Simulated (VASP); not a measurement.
Set up this calculation in VASP 6.6.1, as the native input.

- Task: single point
- Functional: PBE
- Potentials or basis: VASP PAW PBE potentials, release 64 (Rh_pv, N)
- Cutoff: 520 eV
- k mesh: 7 × 7 × 7
- Occupations: gaussian, width 0.05 eV
- Spin: collinear spin, ferromagnetic start
- Starting moments: [0.6, 0.0] μB
- Hubbard terms: Rh d U = 7 eV
- Further INCAR settings: ALGO = Fast; EDIFF = 1e-07; NBANDS = 21

The structure of RhN lies in POSCAR:

```
RhN
1.0
    2.9628278700      0.0000000000      0.0000000000
   -1.4814139400      2.5658842000      0.0000000000
    0.0000000000      0.0000000000      2.8915732100
Rh N
1 1
Direct
    0.0000000000      0.0000000000      0.0000000000
    0.6666666667      0.3333333333      0.5000000000
```

The cell comes from a database or a generator and needn't be the stable form of this composition.

One way to write it, as run:

INCAR

```
SYSTEM = RhN
  PREC = Accurate
  ENCUT = 520
  EDIFF = 1E-7
  ISMEAR = 0
  SIGMA = 0.05
  LREAL = .False.
  LASPH = .True.
  NELM = 80
  ALGO = Fast
  ISIF = 2
  LWAVE = .False.
  LCHARG = .True.
  ISPIN = 2
  MAGMOM = 0.6 0
  LORBIT = 11
  LMAXMIX = 4
  LDAU = .True.
  LDAUTYPE = 2
  LDAUL = 2 -1
  LDAUU = 7 0
  LDAUJ = 0 0
  LDAUPRINT = 1
  GGA = PE
  LELF = .True.
  LVHAR = .True.
  NBANDS = 21
```

KPOINTS

```
Automatic mesh
0
Gamma
  7 7 7
  0 0 0
```

Potentials or basis: VASP PAW PBE potentials, release 64 (Rh_pv, N).

Run with:

```bash
$ cat potpaw_PBE.64/Rh_pv/POTCAR potpaw_PBE.64/N/POTCAR > POTCAR
$ mpirun -np 1 vasp_std > vasp.out
```

Results of the run:

```json
{"Pressure": "3.9 GPa", "Band gap on the k mesh": "none (metal or under the smearing width)", "Net moment": "2.06 μB per cell", "Site moments": "Rh +2.02; N +0.07 μB", "Valence electrons inside the program's atomic spheres": "Rh 13.66; N 3.55"}
```

Wall time 22 s on 1 thread of Intel(R) Xeon(R) 6975P-C (Granite Rapids), on a shared host, peak memory 0.16 GiB.
